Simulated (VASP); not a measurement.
Calculation: LDA (Ceperley-Alder, Perdew-Zunger), VASP's LDA PAW potentials (set 64) (plane waves; VASP 6.6.1).

VASP input:

### INCAR
```
# general
SYSTEM  = Se
PREC    = Accurate
ENCUT   = 400
LREAL   = F
LASPH   = T

# electronic loop
EDIFF   = 1E-6
NELM    = 100
ALGO    = Normal
LMAXMIX = 4

# smearing
ISMEAR  = 1
SIGMA   = 0.1

# ions
IBRION  = 2
NSW     = 60
ISIF    = 3
EDIFFG  = -0.01

# output
LWAVE   = F
LCHARG  = F
```

**POSCAR**
```
Se
1
    2.8105600000     0.0000000000     0.0000000000
    0.0000000000     2.8105600000     0.0000000000
    0.0000000000     0.0000000000     2.8105600000
Se
1
Direct
  0.0000000000   0.0000000000   0.0000000000
```

KPOINTS:
```
Automatic mesh
0
Gamma
12 12 12
0 0 0
```

POTCAR, in this order: Se (LDA.64 set). Program: vasp_std.

Output

**OSZICAR**
```
       N       E                     dE             d eps       ncg     rms          rms(c)
DAV:   1     0.779485998367E+01    0.77949E+01   -0.23710E+03  1197   0.569E+02
DAV:   2    -0.386500944649E+01   -0.11660E+02   -0.11180E+02  1589   0.756E+01
DAV:   3    -0.406942126522E+01   -0.20441E+00   -0.20358E+00  1281   0.110E+01
DAV:   4    -0.406974810285E+01   -0.32684E-03   -0.32681E-03  1848   0.529E-01
DAV:   5    -0.406974838322E+01   -0.28037E-06   -0.28052E-06  1351   0.105E-02    0.404E+00
DAV:   6    -0.406866755906E+01    0.10808E-02   -0.70408E-04  1533   0.190E-01    0.241E+00
DAV:   7    -0.406814999536E+01    0.51756E-03   -0.11761E-03  1253   0.258E-01    0.434E-02
DAV:   8    -0.406813747287E+01    0.12522E-04   -0.62917E-05  1470   0.500E-02    0.848E-03
DAV:   9    -0.406813803298E+01   -0.56011E-06   -0.95719E-07  1302   0.804E-03
   1 F= -.40681380E+01 E0= -.40679498E+01  d E =-.406814E+01
       N       E                     dE             d eps       ncg     rms          rms(c)
DAV:   1    -0.414026451908E+01   -0.72127E-01   -0.18679E+00  1190   0.898E+00    0.147E+00
DAV:   2    -0.409141677963E+01    0.48848E-01   -0.49844E-02  1288   0.152E+00    0.727E-01
DAV:   3    -0.407387886930E+01    0.17538E-01   -0.51329E-02  1190   0.134E+00    0.174E-01
DAV:   4    -0.407376189256E+01    0.11698E-03   -0.21771E-04  1351   0.138E-01    0.601E-02
DAV:   5    -0.407374702537E+01    0.14867E-04   -0.13926E-05  1414   0.309E-02    0.889E-03
DAV:   6    -0.407374690725E+01    0.11812E-06   -0.14157E-07   868   0.418E-03
   2 F= -.40737469E+01 E0= -.40734979E+01  d E =-.560887E-02
       N       E                     dE             d eps       ncg     rms          rms(c)
DAV:   1    -0.408737814292E+01   -0.13631E-01   -0.26783E-01  1190   0.330E+00    0.534E-01
DAV:   2    -0.408025572565E+01    0.71224E-02   -0.75422E-03  1260   0.599E-01    0.281E-01
DAV:   3    -0.407769902152E+01    0.25567E-02   -0.77110E-03  1176   0.519E-01    0.667E-02
DAV:   4    -0.407768267210E+01    0.16349E-04   -0.33202E-05  1379   0.528E-02    0.281E-02
DAV:   5    -0.407767917226E+01    0.34998E-05   -0.19827E-06  1330   0.127E-02    0.396E-03
DAV:   6    -0.407767916361E+01    0.86575E-08   -0.46325E-08   644   0.176E-03
   3 F= -.40776792E+01 E0= -.40774464E+01  d E =-.954113E-02
```

### OUTCAR
```
------------------------ aborting loop because EDIFF is reached ----------------------------------------
  FORCE on cell =-STRESS in cart. coord.  units (eV):
  Direction    XX          YY          ZZ          XY          YZ          ZX
  --------------------------------------------------------------------------------------
  Total       -0.0017402     -0.0017402     -0.0017402     -0.0000000      0.0000000     -0.0000000
  in kB       -0.1308477     -0.1308477     -0.1308477     -0.0000000      0.0000000     -0.0000000
  external PRESSURE =      -0.1308477 kB  Pullay stress =       0.0000000 kB
  volume of cell :       21.31
      direct lattice vectors                 reciprocal lattice vectors
     2.772332993  0.000000000 -0.000000000     0.360707030 -0.000000000 -0.000000000
     0.000000000  2.772332993  0.000000000    -0.000000000  0.360707030 -0.000000000
     0.000000000  0.000000000  2.772332993     0.000000000 -0.000000000  0.360707030
 POSITION                                       TOTAL-FORCE (eV/Angst)
 -----------------------------------------------------------------------------------
      0.00000      0.00000      0.00000        -0.000000     -0.000000      0.000000
 -----------------------------------------------------------------------------------
    total drift:                               -0.000000      0.000000     -0.000000
  FREE ENERGIE OF THE ION-ELECTRON SYSTEM (eV)
  ---------------------------------------------------
  free  energy   TOTEN  =        -4.0776791636 eV

  energy  without entropy=       -4.0769809727  energy(sigma->0) =       -4.07744643

 reached required accuracy - stopping structural energy minimisation
```
(Selected blocks of OUTCAR.)

**CONTCAR**
```
Se
   1.00000000000000
     2.7723329933185257    0.0000000000000000   -0.0000000000000000
     0.0000000000000000    2.7723329933185257    0.0000000000000000
     0.0000000000000000    0.0000000000000000    2.7723329933185257
  Se
     1
Direct
     0.0000000000000000    0.0000000000000000    0.0000000000000000
```

Energy and stress use the plane-wave basis of the starting cell.

The structure comes from a computed database's Se entry (Pm-3m); how it stands against other phases isn't given here. This run relaxes it. Symmetry was kept, so distortions that lower it aren't found.
